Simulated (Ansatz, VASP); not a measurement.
# CaO (Lime) in two plane-wave programs

Aim: how closely do two programs agree when they are given the same cell, functional and k mesh? The cell is taken from a series of runs on this material, whose earlier steps may have relaxed, scaled, displaced or heated it; both programs get it as it stands.

Main program and level: Ansatz 0.2.0; plane waves, with VASP 6.6.1 beside it; dielectric response at r2SCAN.

### Step 1. Set-up

It takes space group Fm-3m (No. 225, cubic). The conventional cell has a = 4.813 Å, b = 4.813 Å, c = 4.813 Å, α = 90.00°, β = 90.00°, γ = 90.00°. Nearest to Ca lie 6 O at 2.41 Å. Nearest to O lie 6 Ca at 2.41 Å. Farther neighbours and most contacts between anions are not listed.

### Step 2. Ansatz: dielectric response, r2SCAN

Ansatz runs on its default PAW (the set named soft_2) files.

The response to a field tests empty states and converges slowly with the mesh.

The input, input.yaml:

```yaml
crystal:
  lattice:
    - [0.0, 2.4065, 2.4065]
    - [2.4065, 0.0, 2.4065]
    - [2.4065, 2.4065, 0.0]
  atoms:
    - { symbol: Ca, position: [0.0, 0.0, 0.0] }
    - { symbol: O, position: [0.5, 0.5, 0.5] }
kpoints:
  mp_grid: { grid: [8, 8, 8] }
scf:
  occupations: { method: fixed }
hamiltonian:
  xc: r2scan
  pseudopotentials: { kind: paw }
dielectric: {}
```

The run is started by

```bash
ansatz run input.yaml --threads 4 --pin off --max-ram 8192MiB --backend cpu --events-out ev --progress --plain --runs-dir out
```

Numbers of over 12 decimals in the logs are rounded to 6 here.

What it wrote:

```text
Engine: ansatz 0.2.0, aarch64-unknown-linux-gnu
Pseudopotentials: kind: paw
Pseudopotential: Ca, paw, valence charge 10, recommended cutoff 500 eV (meta_gga), Ca.paw.azcp
Pseudopotential: O, paw, valence charge 6, recommended cutoff 500 eV (meta_gga), O.paw.azcp
Functional definition: r2SCAN
  parameter k0 = 0.174
  parameter k1 = 0.065
  parameter a1 = 4.9479
  exchange = r2scan_x(k0 = k0, k1 = k1, a1 = a1)
  correlation = r2scan_c
Crystal: 2 atoms, lattice volume = 27.873 Å³
Basis set: ecut = 500 eV, 725 PW (Γ), exchange–correlation on 100×100×100 points (64 copies of the dense FFT grid, shifted against one another)
Bands: 12, of which v1, the nominal top of the filled ones, is band 8 counted from 1 (7 counted from 0)
Symmetry: 48 space group operations
k-points: 59 of 512 (irreducible under 8 space group operations, time reversal used)
Non-local potential: Ca, projectors of the file, l = 0: 3, l = 1: 2, l = 2: 2
Non-local potential: O, projectors of the file, l = 0: 2, l = 1: 2, l = 2: 1
PAW form: soft (Blöchl's): semilocal exchange-correlation on the pseudo side does not see the compensation charge
PAW frozen core: Ca, regenerated for the run's functional (the file was generated under x = pbe(κ = 0.804, μ = 0.219515), c = pbe(β = 0.066725))
PAW frozen core: O, regenerated for the run's functional (the file was generated under x = pbe(κ = 0.804, μ = 0.219515), c = pbe(β = 0.066725))
PAW one-centre angular grid: Ca, 302 points (default); XC on 160 Gauss nodes
PAW one-centre angular grid: O, 302 points (default); XC on 160 Gauss nodes
Initial density: superposition of atomic densities (neutral atoms: chi_scale 0, normalization atom), corrected by the library's trained network
Initial wavefunctions: pseudopotential atomic-orbital guess
Functional: x = r2scan, c = r2scan; τ floored in thin density (d = 2e-4 eV/Å³)
SCF iter   1: F=—  HF=-2394.020502 eV  |F-HF|=—  |Δ(HF+E_count)|=         —  Δρ=1.09e-2  dr2=4.11e-2  dr2_τ=6.01e-2  ethr=1.77e-3  ⟨swp⟩=4.7  Hψ=4193  notcnv=0  defer=26
preconditioner: auto → none  [insulator: Δε(μ)=4.464 eV  Ē_g=19.265 eV  n_scr=8 (ndim 8)  ℏωp=26.3 eV  f_vac=0.000  ε∞_Penn≈2.9]
SCF iter   2: F=—  HF=-2394.097042 eV  |F-HF|=—  |Δ(HF+E_count)|=   7.65e-2  Δρ=1.02e-2  dr2=1.71e-2  dr2_τ=3.93e-3  ethr=2.57e-4  ⟨swp⟩=2.2  Hψ=1567  notcnv=0  defer=99
SCF iter   3: F=—  HF=-2394.093117 eV  |F-HF|=—  |Δ(HF+E_count)|=   3.93e-3  Δρ=2.52e-3  dr2=8.82e-4  dr2_τ=8.82e-5  ethr=1.07e-4  ⟨swp⟩=2.1  Hψ=1013  notcnv=0  defer=111
SCF iter   4: F=—  HF=-2394.092996 eV  |F-HF|=—  |Δ(HF+E_count)|=   1.21e-4  Δρ=5.01e-4  dr2=2.13e-5  dr2_τ=8.01e-6  ethr=5.51e-6  ⟨swp⟩=3.0  Hψ=1232  notcnv=0  defer=114
SCF iter   5: F=—  HF=-2394.093002 eV  |F-HF|=—  |Δ(HF+E_count)|=   6.18e-6  Δρ=6.98e-5  dr2=3.65e-7  dr2_τ=1.15e-7  ethr=1.33e-7  ⟨swp⟩=2.0  Hψ=895  notcnv=0  defer=7
SCF iter   6: F=—  HF=-2394.093002 eV  |F-HF|=—  |Δ(HF+E_count)|=   4.74e-7  Δρ=8.50e-6  dr2=7.69e-9  dr2_τ=2.05e-9  ethr=2.28e-9  ⟨swp⟩=2.0  Hψ=1180  notcnv=0
SCF iter   7: F=—  HF=-2394.093002 eV  |F-HF|=—  |Δ(HF+E_count)|=   4.96e-9  Δρ=1.53e-6  dr2=7.44e-10  dr2_τ=5.46e-11  ethr=4.81e-11  ⟨swp⟩=2.0  Hψ=893  notcnv=0
SCF iter   8: F=-2394.093002 eV  HF=-2394.093002 eV  |F-HF|=1.36e-12  |Δ(HF+E_count)|=  1.97e-10  Δρ=1.69e-7  dr2=2.63e-12  dr2_τ=9.04e-13  ethr=1.00e-12  ⟨swp⟩=4.1  Hψ=2727  notcnv=0
SCF 1 converged in 8 iterations: F = -2394.093002 eV  dr2 = 2.63e-12
  greatest PAW one-centre occupation: 0.995 electrons in one spin orbital (limit 2), on the Ca atom at site 0 (counted from 0), in its partial waves of l = 0
DFPT response loops at Γ: preconditioner auto → none (the input reference at scf.mixing.eps_inf says where Resta's filter doesn't serve); β = 0.50; Broyden in place of MSR1
SCF converged after 8 iterations
Free energy (F): -2394.093002 eV
Harris-Foulkes:  -2394.093002 eV  (|F-HF|=1.36e-12)
Internal energy: -2394.093002 eV  (E = F + TS)
E sigma→0 (E₀):  -2394.093002 eV
Fermi energy:    7.306467 eV
--- Per-component energies (eV) ---
  E_band       = -115.183998
  E_kinetic    = 456.798272
  E_local      = -893.187886  (includes V_loc(G=0)·N_el)
  E_nonlocal   = 110.388841
  E_hartree    = 296.400965
  E_xc         = -212.272816
  E_vxc        = -302.691600  (∫ρ·V_xc dr)
  E_paw        = -1023.588783  (= ΣΔE_a)
  E_vpaw       = -97.946598  (= ΣTr[D̂ρ^β])
  E_aug_tail   = 0.000909  (compensation charges beyond the density's cutoff)
  E_vtau       = 18.652148  (kinetic-family band-sum trace: ∫τ·v_τ [+ j·A + Jᵃ·Aᵃ] dr)
  E_ewald      = -1128.379897
  E_core_change = -0.252606  (= ΣΔE_core)
  E_smearing   = -0.000000  (= −TS)
  E_closure    = 0.000000  (closes the sum)
  Σ components = -2394.093002   (vs F -2394.093002, Δ=0.00e0)
--- Band table (eV; the first three rows and the last of 59) ---
  k-point 0: bands = [... 4 lower, -9.1536, 7.3065, 7.3065, 7.3065, 12.7064, 14.1480, 14.1480, 14.1480]
  k-point 1: bands = [... 4 lower, -8.9127, 6.7952, 7.1030, 7.1030, 13.3852, 14.1027, 14.4157, 14.4157]
  k-point 2: bands = [... 4 lower, -8.4414, 5.8140, 6.6627, 6.6627, 14.1712, 14.8591, 15.1196, 15.1196]
  k-point 58: bands = [... 4 lower, -8.5099, 6.0382, 6.2592, 6.2592, 14.2217, 14.2217, 16.3958, 17.5005]
--- Dielectric response (ions clamped): 1 representative field direction + reference, on 59 of 512 k-points (Σ response iterations 7) ---
  k mesh reduced under 8 symmetry operations, with k and −k counted as one. Each operation leaves every solved perturbation unchanged. A smaller set is not considered because the run solves the response to a homogeneous field
  ε∞ (high-frequency dielectric tensor):
        3.516804     0.000000    -0.000000
        0.000000     3.516804    -0.000000
        0.000000     0.000000     3.516804
  Born effective charges Z* (e; rows j = field, columns β = displacement):
    site 0:
         2.32370    0.00000   -0.00000
        -0.00000    2.32370   -0.00000
         0.00000    0.00000    2.32370
    site 1:
        -2.32370   -0.00000    0.00000
         0.00000   -2.32370    0.00000
         0.00000   -0.00000   -2.32370
  Z* charge neutrality: 2.489e-5 e pre-enforcement
  k-mesh period / interband length: 27.2 Å / 1.28 Å = 21.24 at k = (0.0000, 0.0000, 0.0000), direct gap 5.400 eV — 14 or more, which is no proof of convergence
```

### Step 3. VASP: dielectric response, r2SCAN

The same cell, functional and mesh now go to VASP, with its own data sets.

Lines of VASP's logs that name or quote its potential files are left out, and so is its time.

The input, INCAR:

```
SYSTEM = CaO
PREC = Accurate
ENCUT = 580
EDIFF = 1E-08
NELM = 120
ISMEAR = 0
SIGMA = 0.01
LREAL = .FALSE.
ALGO = Normal
METAGGA = R2SCAN
LASPH = .TRUE.
NBANDS = 14
LORBIT = 11
LWAVE = .FALSE.
LCHARG = .FALSE.
ISIF = 2
LCALCEPS = .TRUE.
LPEAD = .TRUE.
GGA_COMPAT = .FALSE.
EFERMI = MIDGAP
LMIXTAU = .TRUE.
KPAR = 2
```

The input, POSCAR:

```
CaO
1.0
    0.0000000000      2.4065000000      2.4065000000
    2.4065000000      0.0000000000      2.4065000000
    2.4065000000      2.4065000000      0.0000000000
Ca O
1 1
Direct
    0.0000000000      0.0000000000      0.0000000000
    0.5000000000      0.5000000000      0.5000000000
```

The input, KPOINTS:

```
Automatic mesh
0
Gamma
8 8 8
0 0 0
```

Potentials, in the order of the species: Ca_sv and O (PBE family, release 64).

The run is started by

```bash
mpirun -np 2 vasp_std
```

What it wrote:

```text
[banner, memory and clock lines left out]
running    2 mpi-ranks, on    1 nodes
 distrk:  each k-point on    1 cores,    2 groups
 distr:  one band on    1 cores,    1 groups

 POSCAR found type information on POSCAR CaO
 POSCAR found :  2 types and       2 ions
|                                                                             |
|               ----> ADVICE to this user running VASP <----                  |
|                                                                             |
|     You enforced a specific xc type in the INCAR file but a different       |
|     [... a line on the potential file left out ...]
|     I HOPE YOU KNOW WHAT YOU ARE DOING!                                     |
|                                                                             |

 LDA part: xc-table for (None), standard interpolation
 POSCAR, INCAR and KPOINTS ok, starting setup
 FFT: planning ... GRIDC
 FFT: planning ... GRID_SOFT
 FFT: planning ... GRID
 WAVECAR not read
 entering main loop
       N       E                     dE             d eps       ncg     rms          rms(c)
DAV:   1     0.129131168423E+03    0.12913E+03   -0.92287E+03   812   0.130E+03
DAV:   2    -0.187794454336E+02   -0.14791E+03   -0.13799E+03   998   0.325E+02
DAV:   3    -0.250524782083E+02   -0.62730E+01   -0.62295E+01   926   0.709E+01
DAV:   4    -0.252742231600E+02   -0.22174E+00   -0.22145E+00  1232   0.112E+01
DAV:   5    -0.252756115442E+02   -0.13884E-02   -0.13883E-02   890   0.104E+00    0.768E+00
DAV:   6    -0.194736245276E+02    0.58020E+01   -0.44392E+00  1040   0.266E+01    0.276E+00
DAV:   7    -0.195401420157E+02   -0.66517E-01   -0.12854E+00  1042   0.105E+01    0.230E+00
DAV:   8    -0.202836354552E+02   -0.74349E+00   -0.12420E+00  1032   0.124E+01    0.201E+00
DAV:   9    -0.193592041027E+02    0.92443E+00   -0.65732E-01  1168   0.921E+00    0.304E-01
DAV:  10    -0.194551708163E+02   -0.95967E-01   -0.69213E-02   856   0.307E+00    0.116E-01
DAV:  11    -0.194554824146E+02   -0.31160E-03   -0.19083E-03  1090   0.409E-01    0.114E-01
DAV:  12    -0.194566009907E+02   -0.11186E-02   -0.82363E-04   848   0.285E-01    0.955E-02
DAV:  13    -0.194557621366E+02    0.83885E-03   -0.69269E-03   812   0.862E-01    0.145E-01
DAV:  14    -0.194569219748E+02   -0.11598E-02   -0.69622E-04   888   0.302E-01    0.133E-01
[...]
DAV:  18    -0.194568315433E+02   -0.11517E-04   -0.94562E-06   940   0.337E-02    0.621E-03
DAV:  19    -0.194568360329E+02   -0.44896E-05   -0.35282E-06   824   0.207E-02    0.553E-04
DAV:  20    -0.194568365008E+02   -0.46791E-06   -0.26217E-07   948   0.607E-03    0.784E-04
DAV:  21    -0.194568365748E+02   -0.74010E-07   -0.59963E-08   914   0.280E-03    0.365E-04
DAV:  22    -0.194568365519E+02    0.22854E-07   -0.12492E-08   642   0.119E-03    0.170E-04
DAV:  23    -0.194568364402E+02    0.11171E-06   -0.12956E-09   424   0.476E-04    0.752E-05
DAV:  24    -0.194568364703E+02   -0.30030E-07   -0.27749E-10   418   0.202E-04    0.281E-05
DAV:  25    -0.194568364734E+02   -0.31494E-08   -0.73685E-11   424   0.771E-05
       N       E                     dE             d eps       ncg     rms          rms(c)
SDA:   1    -0.194568364474E+02   -0.19457E+02   -0.27720E-11  2100   0.693E-11   0.000E+00
DMP:   2    -0.194568364498E+02   -0.23936E-08   -0.26391E-11  2100   0.567E-11   0.243E-11
 final diagonalization occupied
 p_tot=( -0.144E+02 -0.144E+02 -0.144E+02 )
       N       E                     dE             d eps       ncg     rms          rms(c)
 p_tot=( -0.144E+02 -0.144E+02 -0.144E+02 )
dp_tot=(  0.000E+00  0.000E+00  0.000E+00 )  diag[e(oo)]=(  1.00000    ---      ---   )
SDA:   1    -0.194568364498E+02   -0.24024E-08   -0.13367E-04  2100   0.334E-04   0.000E+00
 p_tot=( -0.144E+02 -0.144E+02 -0.144E+02 )
dp_tot=(  0.134E-02  0.674E-08  0.678E-08 )  diag[e(oo)]=(  1.86776    ---      ---   )
DMP:   2    -0.194568464686E+02   -0.10019E-04   -0.77135E-05  2100   0.106E-04   0.167E-04
 p_tot=( -0.144E+02 -0.144E+02 -0.144E+02 )
dp_tot=(  0.270E-02  0.143E-07  0.144E-07 )  diag[e(oo)]=(  2.75165    ---      ---   )
DMP:   3    -0.194568513095E+02   -0.48409E-05   -0.27667E-05  2100   0.436E-05   0.492E-05
 p_tot=( -0.144E+02 -0.144E+02 -0.144E+02 )
dp_tot=(  0.348E-02  0.195E-07  0.196E-07 )  diag[e(oo)]=(  3.26080    ---      ---   )
DMP:   4    -0.194568530330E+02   -0.17236E-05   -0.16700E-05  2100   0.329E-05   0.170E-05
 p_tot=( -0.144E+02 -0.144E+02 -0.144E+02 )
dp_tot=(  0.374E-02  0.220E-07  0.221E-07 )  diag[e(oo)]=(  3.42801    ---      ---   )
[...]
p_tot=( -0.144E+02 -0.144E+02 -0.144E+02 )
dp_tot=(  0.385E-02  0.236E-07  0.238E-07 )  diag[e(oo)]=(  3.49736    ---      ---   )
DMP:  11    -0.194568556658E+02   -0.44669E-07   -0.40339E-07  2100   0.574E-07   0.836E-07
 p_tot=( -0.144E+02 -0.144E+02 -0.144E+02 )
dp_tot=(  0.386E-02  0.238E-07  0.239E-07 )  diag[e(oo)]=(  3.50437    ---      ---   )
DMP:  12    -0.194568556996E+02   -0.33783E-07   -0.28179E-07  2100   0.352E-07   0.679E-07
 p_tot=( -0.144E+02 -0.144E+02 -0.144E+02 )
dp_tot=(  0.385E-02  0.238E-07  0.240E-07 )  diag[e(oo)]=(  3.50264    ---      ---   )
DMP:  13    -0.194568557232E+02   -0.23629E-07   -0.18150E-07  2100   0.207E-07   0.475E-07
 p_tot=( -0.144E+02 -0.144E+02 -0.144E+02 )
[...]
DMP:   7    -0.194568553446E+02   -0.33725E-06   -0.21468E-06  2100   0.345E-06   0.368E-06
 p_tot=( -0.144E+02 -0.144E+02 -0.144E+02 )
dp_tot=( -0.480E-06  0.373E-02 -0.442E-06 )  diag[e(oo)]=(    ---    3.42053    ---   )
DMP:   8    -0.194568554782E+02   -0.13361E-06   -0.11557E-06  2100   0.220E-06   0.132E-06
 p_tot=( -0.144E+02 -0.144E+02 -0.144E+02 )
dp_tot=( -0.473E-06  0.377E-02 -0.435E-06 )  diag[e(oo)]=(    ---    3.44718    ---   )
DMP:   9    -0.194568555591E+02   -0.80928E-07   -0.81607E-07  2100   0.144E-06   0.115E-06
 p_tot=( -0.144E+02 -0.144E+02 -0.144E+02 )
dp_tot=( -0.475E-06  0.382E-02 -0.435E-06 )  diag[e(oo)]=(    ---    3.47717    ---   )
DMP:  10    -0.194568556208E+02   -0.61657E-07   -0.55819E-07  2100   0.855E-07   0.104E-06
 p_tot=( -0.144E+02 -0.144E+02 -0.144E+02 )
dp_tot=( -0.482E-06  0.385E-02 -0.440E-06 )  diag[e(oo)]=(    ---    3.49715    ---   )
DMP:  11    -0.194568556654E+02   -0.44634E-07   -0.40333E-07  2100   0.574E-07   0.836E-07
 p_tot=( -0.144E+02 -0.144E+02 -0.144E+02 )
dp_tot=( -0.489E-06  0.386E-02 -0.447E-06 )  diag[e(oo)]=(    ---    3.50417    ---   )
DMP:  12    -0.194568556992E+02   -0.33801E-07   -0.28175E-07  2100   0.351E-07   0.679E-07
 p_tot=( -0.144E+02 -0.144E+02 -0.144E+02 )
dp_tot=( -0.492E-06  0.385E-02 -0.449E-06 )  diag[e(oo)]=(    ---    3.50243    ---   )
DMP:  13    -0.194568557229E+02   -0.23647E-07   -0.18147E-07  2100   0.207E-07   0.475E-07
 p_tot=( -0.144E+02 -0.144E+02 -0.144E+02 )
dp_tot=( -0.492E-06  0.385E-02 -0.449E-06 )  diag[e(oo)]=(    ---    3.49767    ---   )
DMP:  14    -0.194568557383E+02   -0.15471E-07   -0.11857E-07  2100   0.131E-07   0.318E-07
 p_tot=( -0.144E+02 -0.144E+02 -0.144E+02 )
dp_tot=( -0.491E-06  0.384E-02 -0.448E-06 )  diag[e(oo)]=(    ---    3.49365    ---   )
DMP:  15    -0.194568557486E+02   -0.10293E-07   -0.78752E-08  2100   0.844E-08   0.216E-07
 p_tot=( -0.144E+02 -0.144E+02 -0.144E+02 )
dp_tot=( -0.491E-06  0.384E-02 -0.448E-06 )  diag[e(oo)]=(    ---    3.49183    ---   )
DMP:  16    -0.194568557556E+02   -0.69954E-08   -0.53684E-08  2100   0.568E-08   0.149E-07
 final diagonalization full
 p_tot=( -0.144E+02 -0.144E+02 -0.144E+02 )
dp_tot=( -0.491E-06  0.384E-02 -0.448E-06 )  diag[e(oo)]=(    ---    3.49210    ---   )
       N       E                     dE             d eps       ncg     rms          rms(c)
SDA:   1    -0.194568364437E+02    0.19305E-04   -0.97679E-10  2100   0.244E-09   0.000E+00
DMP:   2    -0.194568364476E+02   -0.38967E-08   -0.19027E-10  2100   0.822E-10  -0.906E-10
 final diagonalization occupied
 p_tot=( -0.144E+02 -0.144E+02 -0.144E+02 )
       N       E                     dE             d eps       ncg     rms          rms(c)
 p_tot=( -0.144E+02 -0.144E+02 -0.144E+02 )
dp_tot=(  0.000E+00  0.000E+00  0.000E+00 )  diag[e(oo)]=(    ---      ---    1.00000 )
SDA:   1    -0.194568364522E+02   -0.85029E-08   -0.13363E-04  2100   0.334E-04   0.000E+00
 p_tot=( -0.144E+02 -0.144E+02 -0.144E+02 )
dp_tot=( -0.280E-06 -0.305E-06  0.134E-02 )  diag[e(oo)]=(    ---      ---    1.86765 )
DMP:   2    -0.194568464686E+02   -0.10016E-04   -0.77115E-05  2100   0.106E-04   0.167E-04
 p_tot=( -0.144E+02 -0.144E+02 -0.144E+02 )
dp_tot=( -0.441E-06 -0.482E-06  0.270E-02 )  diag[e(oo)]=(    ---      ---    2.75143 )
DMP:   3    -0.194568513081E+02   -0.48395E-05   -0.27662E-05  2100   0.436E-05   0.492E-05
 p_tot=( -0.144E+02 -0.144E+02 -0.144E+02 )
dp_tot=( -0.483E-06 -0.533E-06  0.348E-02 )  diag[e(oo)]=(    ---      ---    3.26050 )
DMP:   4    -0.194568530314E+02   -0.17233E-05   -0.16698E-05  2100   0.329E-05   0.170E-05
 p_tot=( -0.144E+02 -0.144E+02 -0.144E+02 )
dp_tot=( -0.490E-06 -0.545E-06  0.374E-02 )  diag[e(oo)]=(    ---      ---    3.42769 )
DMP:   5    -0.194568542267E+02   -0.11953E-05   -0.11160E-05  2100   0.185E-05   0.180E-05
 p_tot=( -0.144E+02 -0.144E+02 -0.144E+02 )
dp_tot=( -0.502E-06 -0.556E-06  0.375E-02 )  diag[e(oo)]=(    ---      ---    3.43402 )
DMP:   6    -0.194568550056E+02   -0.77889E-06   -0.52781E-06  2100   0.745E-06   0.111E-05
 p_tot=( -0.144E+02 -0.144E+02 -0.144E+02 )
dp_tot=( -0.507E-06 -0.559E-06  0.372E-02 )  diag[e(oo)]=(    ---      ---    3.41514 )
DMP:   7    -0.194568553428E+02   -0.33720E-06   -0.21466E-06  2100   0.345E-06   0.368E-06
 p_tot=( -0.144E+02 -0.144E+02 -0.144E+02 )
dp_tot=( -0.500E-06 -0.551E-06  0.373E-02 )  diag[e(oo)]=(    ---      ---    3.42044 )
DMP:   8    -0.194568554764E+02   -0.13361E-06   -0.11556E-06  2100   0.220E-06   0.132E-06
 p_tot=( -0.144E+02 -0.144E+02 -0.144E+02 )
dp_tot=( -0.492E-06 -0.542E-06  0.377E-02 )  diag[e(oo)]=(    ---      ---    3.44709 )
DMP:   9    -0.194568555573E+02   -0.80928E-07   -0.81602E-07  2100   0.144E-06   0.115E-06
 p_tot=( -0.144E+02 -0.144E+02 -0.144E+02 )
dp_tot=( -0.491E-06 -0.542E-06  0.382E-02 )  diag[e(oo)]=(    ---      ---    3.47707 )
DMP:  10    -0.194568556189E+02   -0.61632E-07   -0.55816E-07  2100   0.855E-07   0.104E-06
 p_tot=( -0.144E+02 -0.144E+02 -0.144E+02 )
dp_tot=( -0.498E-06 -0.549E-06  0.385E-02 )  diag[e(oo)]=(    ---      ---    3.49706 )
DMP:  11    -0.194568556636E+02   -0.44653E-07   -0.40330E-07  2100   0.574E-07   0.836E-07
 p_tot=( -0.144E+02 -0.144E+02 -0.144E+02 )
dp_tot=( -0.505E-06 -0.557E-06  0.386E-02 )  diag[e(oo)]=(    ---      ---    3.50407 )
DMP:  12    -0.194568556974E+02   -0.33803E-07   -0.28174E-07  2100   0.351E-07   0.679E-07
 p_tot=( -0.144E+02 -0.144E+02 -0.144E+02 )
dp_tot=( -0.509E-06 -0.560E-06  0.385E-02 )  diag[e(oo)]=(    ---      ---    3.50234 )
DMP:  13    -0.194568557210E+02   -0.23622E-07   -0.18146E-07  2100   0.207E-07   0.475E-07
 p_tot=( -0.144E+02 -0.144E+02 -0.144E+02 )
dp_tot=( -0.509E-06 -0.560E-06  0.385E-02 )  diag[e(oo)]=(    ---      ---    3.49758 )
DMP:  14    -0.194568557365E+02   -0.15504E-07   -0.11857E-07  2100   0.131E-07   0.318E-07
 p_tot=( -0.144E+02 -0.144E+02 -0.144E+02 )
dp_tot=( -0.508E-06 -0.559E-06  0.384E-02 )  diag[e(oo)]=(    ---      ---    3.49356 )
DMP:  15    -0.194568557468E+02   -0.10270E-07   -0.78747E-08  2100   0.844E-08   0.216E-07
 p_tot=( -0.144E+02 -0.144E+02 -0.144E+02 )
dp_tot=( -0.507E-06 -0.559E-06  0.384E-02 )  diag[e(oo)]=(    ---      ---    3.49174 )
DMP:  16    -0.194568557538E+02   -0.69779E-08   -0.53681E-08  2100   0.568E-08   0.149E-07
 final diagonalization full
 p_tot=( -0.144E+02 -0.144E+02 -0.144E+02 )
dp_tot=( -0.508E-06 -0.559E-06  0.384E-02 )  diag[e(oo)]=(    ---      ---    3.49201 )
   1 F= -.19456856E+02 E0= -.19456856E+02  d E =0.000000E+00
```

(Part 1 of 2 ends here.)

[Lines on the potential files, build, host, timing and source positions are cut from VASP's logs without a mark.]

[Logs are printed without paths, hosts, clocks, repeated set-up lines and the standing remarks that a program may print on its own settings, such as how far it seeks lower states.]

[Hosts, paths, dates, database ids (printed as entryN), source tags and the programs' standing remarks are cut or masked in the printed files.]
